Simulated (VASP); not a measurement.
# Which native defect does ErNi form most easily?, part 2 of 5

Which native defect is cheapest in ErNi, and how does that change with the growth condition? The start is a cell from a database of measured crystal structures.

VASP 6.6.1, plane waves and PAW; the level of theory is named at each step.

Still holding for the runs below: The data set Er_3 holds the 4f electrons frozen in the core, so no f bands or f moments appear. The k-mesh is coarse for a metal.

So far: The host crystal; The host at zero pressure.

## (2) The host at zero pressure (continued)

Level of this step: PBEsol, spin-polarised from a ferromagnetic start, 4f electrons in the core; plane waves and PAW (Er_3, Ni) (VASP).

The steps of the relaxation:

| step | energy less that of the first step (eV) | largest force (eV/Å) | pressure (GPa) | volume (Å³) |
| --- | --- | --- | --- | --- |
| 1 | 0.0000 | 0.1779 | -4.08 | 155.80 |
| 2 | -0.0995 | 0.3230 | 1.18 | 147.02 |
| 3 | -0.1032 | 0.2980 | 0.07 | 148.38 |
| 4 | -0.1031 | 0.3007 | 0.28 | 148.22 |
| 5 | -0.1187 | 0.2307 | 0.32 | 147.95 |
| 6 | -0.1399 | 0.0702 | 0.31 | 147.11 |
| 7 | -0.1432 | 0.0657 | -0.46 | 148.02 |
| 8 | -0.1433 | 0.0658 | -0.33 | 148.07 |
| 9 | -0.1433 | 0.0649 | -0.43 | 148.17 |
| 10 | -0.1461 | 0.0491 | -0.26 | 147.93 |
| 11 | -0.1489 | 0.0294 | 0.00 | 147.55 |
| 12 | -0.1479 | 0.0569 | 0.48 | 146.77 |
| 13 | -0.1495 | 0.0365 | -0.02 | 147.29 |
| 14 | -0.1495 | 0.0408 | 0.10 | 147.16 |
| 15 | -0.1495 | 0.0392 | 0.11 | 147.21 |
| 16 | -0.1504 | 0.0291 | -0.02 | 147.34 |
| 17 | -0.1507 | 0.0223 | -0.09 | 147.42 |
| 18 | -0.1507 | 0.0125 | -0.26 | 147.59 |
| 19 | -0.1508 | 0.0153 | -0.19 | 147.52 |
| 20 | -0.1512 | 0.0135 | 0.12 | 147.00 |

| conventional cell, symmetrised | before | after | change |
| --- | --- | --- | --- |
| a (Å) | 6.990 | 6.744 | -3.5 % |
| b (Å) | 4.120 | 4.163 | +1.0 % |
| c (Å) | 5.410 | 5.236 | -3.2 % |
| volume (Å³/atom) | 19.48 | 18.37 | -5.6 % |

The atoms that moved most (Å, as changes of fractional coordinates times the final cell):

| atom | dx | dy | dz | length |
| --- | --- | --- | --- | --- |
| Ni5 | -0.002 | 0.000 | -0.074 | 0.074 |
| Ni7 | -0.002 | 0.000 | 0.074 | 0.074 |
| Ni6 | 0.002 | 0.000 | -0.074 | 0.074 |
| Ni8 | 0.002 | 0.000 | 0.074 | 0.074 |
| Er4 | -0.004 | 0.000 | 0.032 | 0.033 |
| Er1 | 0.004 | 0.000 | -0.032 | 0.033 |
| Er2 | -0.004 | 0.000 | -0.032 | 0.033 |
| Er3 | 0.004 | 0.000 | 0.032 | 0.033 |

The relaxed structure:

```
Er Ni
1.0
     6.74445    0.00000    0.00000
     0.00000    4.16295    0.00000
     0.00000    0.00000    5.23561
Er Ni
4 4
Direct
  0.81957 0.75000 0.86582
  0.68043 0.25000 0.36582
  0.31957 0.75000 0.63418
  0.18043 0.25000 0.13418
  0.96278 0.75000 0.37078
  0.53722 0.25000 0.87078
  0.46278 0.75000 0.12922
  0.03722 0.25000 0.62922
```

Numbers from this step:

```
electronic cycles                               : 181
electrons                                       : 76
free energy (TOTEN)                             : -48.10 eV
energy at zero smearing                         : -48.10 eV
Fermi energy                                    : 5.269 eV
labelled metallic, from the levels on this mesh : yes
```

The spin moment in the PAW sphere vanishes on all atoms.

The run ended after 20 ionic steps, 0.151 eV below its first step, once forces and stress met EDIFFG = -0.02.

## (3) Relax the host again, on a new basis

The volume changed by more than 5 %, so the plane waves of the start no longer fit; a second relaxation removes that error.

The input, INCAR:

```
SYSTEM = ErNi
PREC = Accurate
ENCUT = 360
EDIFF = 1E-06
NELM = 120
ISMEAR = 1
SIGMA = 0.15
LREAL = .FALSE.
ALGO = Normal
GGA = PS
NBANDS = 54
ISPIN = 2
MAGMOM = 0 0 0 0 1 1 1 1
LMAXMIX = 6
LORBIT = 11
LWAVE = .FALSE.
LCHARG = .FALSE.
KPAR = 8
IBRION = 2
NSW = 30
ISIF = 3
EDIFFG = -0.02
POTIM = 0.4
```

The input, POSCAR:

```
ErNi
1.0
    6.7444469702      0.0000000000      0.0000000000
    0.0000000000      4.1629537996      0.0000000000
    0.0000000000      0.0000000000      5.2356056701
Er Ni
4 4
Direct
    0.8195748863      0.7500000000      0.8658195962
    0.6804251137      0.2500000000      0.3658195962
    0.3195748863      0.7500000000      0.6341804038
    0.1804251137      0.2500000000      0.1341804038
    0.9627751605      0.7500000000      0.3707825257
    0.5372248395      0.2500000000      0.8707825257
    0.4627751605      0.7500000000      0.1292174743
    0.0372248395      0.2500000000      0.6292174743
```

The input, KPOINTS:

```
Automatic mesh
0
Gamma
4 6 5
0 0 0
```

PAW data sets: Er_3 and Ni (PBE family, release 64).

Run with:

```bash
$ mpirun -np 8 vasp_std
```

The program printed:

```text
[banner, memory and clock lines left out]
running    8 mpi-ranks, on    1 nodes
 distrk:  each k-point on    1 cores,    8 groups
 distr:  one band on    1 cores,    1 groups

 POSCAR found type information on POSCAR ErNi
 POSCAR found :  2 types and       8 ions
 [... a notice as in an earlier step ...]

 [... a notice as in an earlier step ...]

 LDA part: xc-table for (Slater+PW92), standard interpolation
 POSCAR, INCAR and KPOINTS ok, starting setup
 FFT: planning ... GRIDC
 FFT: planning ... GRID_SOFT
 FFT: planning ... GRID
 WAVECAR not read
 entering main loop
       N       E                     dE             d eps       ncg     rms          rms(c)
DAV:   1     0.533375225473E+03    0.53338E+03   -0.24279E+04 11112   0.128E+03
DAV:   2     0.529952327796E+01   -0.52808E+03   -0.50825E+03 12110   0.683E+02
DAV:   3    -0.495257786930E+02   -0.54825E+02   -0.48806E+02 14776   0.228E+02
DAV:   4    -0.540511694889E+02   -0.45254E+01   -0.40173E+01 14120   0.544E+01
DAV:   5    -0.543604414245E+02   -0.30927E+00   -0.29976E+00 14200   0.135E+01    0.760E+01
DAV:   6    -0.916212143151E+02   -0.37261E+02   -0.23523E+02 13688   0.183E+02    0.654E+01
DAV:   7    -0.482755008399E+02    0.43346E+02   -0.12803E+02 13496   0.922E+01    0.163E+01
DAV:   8    -0.519217959515E+02   -0.36463E+01   -0.23877E+01 14936   0.397E+01    0.346E+01
DAV:   9    -0.486662342848E+02    0.32556E+01   -0.18709E+01 14856   0.470E+01    0.106E+01
DAV:  10    -0.487677212290E+02   -0.10149E+00   -0.13337E+00 12208   0.800E+00    0.104E+01
DAV:  11    -0.485418193943E+02    0.22590E+00   -0.84760E-02 13864   0.327E+00    0.839E+00
DAV:  12    -0.482287276243E+02    0.31309E+00   -0.19811E-01 14960   0.406E+00    0.506E+00
DAV:  13    -0.481403654366E+02    0.88362E-01   -0.94910E-02 15032   0.224E+00    0.302E+00
DAV:  14    -0.480877660197E+02    0.52599E-01   -0.86040E-02 15072   0.302E+00    0.953E-01
DAV:  15    -0.480895850939E+02   -0.18191E-02   -0.15736E-02 12416   0.828E-01    0.326E-01
DAV:  16    -0.480894834845E+02    0.10161E-03   -0.17299E-03 12888   0.447E-01    0.812E-02
DAV:  17    -0.480899675226E+02   -0.48404E-03   -0.11923E-03 14020   0.433E-01    0.256E-01
DAV:  18    -0.480894967682E+02    0.47075E-03   -0.92211E-04 14328   0.349E-01    0.352E-02
DAV:  19    -0.480895128889E+02   -0.16121E-04   -0.13333E-04 11696   0.613E-02    0.415E-02
DAV:  20    -0.480895082130E+02    0.46759E-05   -0.57439E-06  9304   0.330E-02    0.267E-02
DAV:  21    -0.480895054688E+02    0.27442E-05   -0.59184E-06  8016   0.265E-02    0.899E-03
DAV:  22    -0.480895059651E+02   -0.49628E-06   -0.39561E-06  7984   0.165E-02
   1 F= -.48089506E+02 E0= -.48090216E+02  d E =-.480895E+02  mag=    -0.0001
 curvature:   0.00 expect dE= 0.000E+00 dE for cont linesearch  0.000E+00
 trial: gam= 0.00000 g(F)=  0.402E-04 g(S)=  0.476E-03 ort = 0.000E+00 (trialstep = 0.100E+01)
 search vector abs. value=  0.516E-03
 bond charge predicted
       N       E                     dE             d eps       ncg     rms          rms(c)
DAV:   1    -0.480995041609E+02   -0.99987E-02   -0.84831E-02 13032   0.310E+00    0.125E+00
DAV:   2    -0.481579313000E+02   -0.58427E-01   -0.28036E-01 13984   0.560E+00    0.289E+00
DAV:   3    -0.480894221384E+02    0.68509E-01   -0.16642E-01 13424   0.470E+00    0.252E-01
DAV:   4    -0.480897028191E+02   -0.28068E-03   -0.92297E-03 13120   0.824E-01    0.160E-01
DAV:   5    -0.480895360302E+02    0.16679E-03   -0.82238E-04 13896   0.301E-01    0.825E-02
DAV:   6    -0.480895210734E+02    0.14957E-04   -0.92763E-05 13784   0.838E-02    0.503E-02
DAV:   7    -0.480895139569E+02    0.71165E-05   -0.15935E-05 10736   0.413E-02    0.971E-03
DAV:   8    -0.480895142430E+02   -0.28610E-06   -0.40120E-06  8280   0.177E-02
   2 F= -.48089514E+02 E0= -.48090229E+02  d E =-.827793E-05  mag=     0.0000
 trial-energy change:   -0.000008  1 .order   -0.000132   -0.000516    0.000253
 step:   0.4347(harm=  0.6710)  dis= 0.00021  next Energy=   -48.089608 (dE=-0.102E-03)
 reached required accuracy - stopping structural energy minimisation
```

Elapsed: 2.7 min, on 8 MPI ranks of Intel Xeon Platinum 8488C (Sapphire Rapids), shared host; peak memory 3.3 GiB; 22 min of CPU time.

From OUTCAR (step 3):

```text
  LATTYP: Found a simple orthorhombic cell.
 ALAT       =     4.1629537996
 B/A-ratio  =     1.2576660521
 C/A-ratio  =     1.6201109344

 Found     36 irreducible k-points:

   dimension x,y,z NGX =    42 NGY =   28 NGZ =   32
   dimension x,y,z NGXF=    84 NGYF=   56 NGZF=   64

   ENCUT  =  360.0 eV  26.46 Ry    5.14 a.u.  10.43  6.44  8.10*2*pi/ulx,y,z

   NELECT =      76.0000    total number of electrons

 E-fermi :   5.2493

 spin component 1
 k-point     1 :       0.0000    0.0000    0.0000
  band No.  band energies     occupation
    ...
     35       4.0204      1.00000
     36       4.1891      1.00000
     37       4.7734      1.00003
     38       4.8774      1.00127
     39       4.9724      1.01274
     40       5.2957      0.25180
     41       6.3435     -0.00000
     42       6.9230     -0.00000
     43       6.9856     -0.00000
     44       7.3587     -0.00000
    ...

 k-point     2 :       0.2500    0.0000    0.0000
  band No.  band energies     occupation
    ...
     33       3.9148      1.00000
     34       4.0070      1.00000
     35       4.0489      1.00000
     36       4.1844      1.00000
     37       4.8295      1.00028
     38       5.3158      0.16271
     39       5.4836     -0.02484
     40       5.6501     -0.00052
     41       6.3335     -0.00000
     42       6.8531     -0.00000
    ...

 k-point     3 :       0.5000    0.0000    0.0000
  band No.  band energies     occupation
    ...
     32       3.8990      1.00000
     33       3.9649      1.00000
     34       3.9649      1.00000
     35       4.1464      1.00000
     36       4.1464      1.00000
     37       5.4426     -0.03488
     38       5.4426     -0.03488
     39       6.1962     -0.00000
     40       6.1962     -0.00000
     41       6.4222     -0.00000
    ...

 k-point     4 :       0.0000    0.1667    0.0000
  band No.  band energies     occupation
    ...
     34       3.9976      1.00000
     35       4.0266      1.00000
     36       4.3475      1.00000
     37       4.4796      1.00000
     38       4.8766      1.00124
     39       5.4546     -0.03286
     40       5.6909     -0.00013
     41       5.7696     -0.00001
     42       6.6055     -0.00000
     43       6.8315     -0.00000
    ...

  Total       -0.0760242     -0.1140921     -0.1290035      0.0000000      0.0000000      0.0000000
  in kB       -0.8264537     -1.2402884     -1.4023889      0.0000000      0.0000000      0.0000000
  external PRESSURE =      -1.1563770 kB  Pullay stress =       0.0000000 kB

  energy-cutoff  :      360.00
  volume of cell :      147.38
      direct lattice vectors                 reciprocal lattice vectors
     6.751134980  0.000000000  0.000000000     0.148123242  0.000000000  0.000000000
     0.000000000  4.166706423  0.000000000     0.000000000  0.239997710 -0.000000000
     0.000000000  0.000000000  5.239308304     0.000000000 -0.000000000  0.190864889

 POSITION                                       TOTAL-FORCE (eV/Angst)
 -----------------------------------------------------------------------------------
      5.53325      3.12503      4.53679         0.000562      0.000000      0.008386
      4.59346      1.04168      1.91713        -0.000562      0.000000      0.008386
      2.15768      3.12503      3.32217         0.000562     -0.000000     -0.008386
      1.21789      1.04168      0.70252        -0.000562     -0.000000     -0.008386
      6.49972      3.12503      1.94233         0.000200      0.000000      0.000330
      3.62698      1.04168      4.56198        -0.000200      0.000000      0.000330
      3.12415      3.12503      0.67733         0.000200     -0.000000     -0.000330
      0.25142      1.04168      3.29698        -0.000200     -0.000000     -0.000330
 -----------------------------------------------------------------------------------
    total drift:                                0.000000     -0.000000     -0.000000

  FREE ENERGIE OF THE ION-ELECTRON SYSTEM (eV)
  ---------------------------------------------------
  free  energy   TOTEN  =       -48.0895142430 eV

  energy  without entropy=      -48.0916590145  energy(sigma->0) =      -48.09022917

 total charge
# of ion       s       p       d       tot
------------------------------------------
    1        0.522   6.800   1.263   8.585
    2        0.522   6.800   1.263   8.585
    3        0.522   6.800   1.263   8.585
    4        0.522   6.800   1.263   8.585
    5        0.605   0.345   8.384   9.334
    6        0.605   0.345   8.384   9.334
    7        0.605   0.345   8.384   9.334
    8        0.605   0.345   8.384   9.334
--------------------------------------------------
tot          4.508  28.580  38.588  71.676

 magnetization (x)
# of ion       s       p       d       tot
------------------------------------------
    1        0.000   0.000  -0.000   0.000
    2        0.000   0.000  -0.000   0.000
    3        0.000   0.000  -0.000   0.000
    4        0.000   0.000  -0.000   0.000
    5       -0.000  -0.000  -0.000  -0.000
    6       -0.000  -0.000  -0.000  -0.000
    7       -0.000  -0.000  -0.000  -0.000
    8       -0.000  -0.000  -0.000  -0.000
--------------------------------------------------
tot         -0.000   0.000  -0.000  -0.000

[... 5 parts as in an earlier step ...]

[... 7 further parts left out ...]
```

Little changed from the start: no atom moved by 0.005 Å and no cell edge by 0.1 %.

Numbers from this step:

```
electronic cycles       : 30
free energy (TOTEN)     : -48.09 eV
energy at zero smearing : -48.09 eV
Fermi energy            : 5.249 eV
```

The run ended after 2 ionic steps, 0.000 eV below its first step, once forces and stress met EDIFFG = -0.02.

(Part 2 of 5 ends here.)

[Lines on the potential files, build, host, timing and source positions are cut from VASP's logs without a mark.]

[Logs are printed without paths, hosts, clocks, repeated set-up lines and the standing remarks that a program may print on its own settings, such as how far it seeks lower states.]

[Hosts, paths, dates, database ids (printed as entryN), source tags and the programs' standing remarks are cut or masked in the printed files.]

[In band tables of VASP the shares of atoms and orbitals are scaled to a sum of 1 inside the atoms' spheres.]

[Runs that stopped without an error message from VASP are left out.]
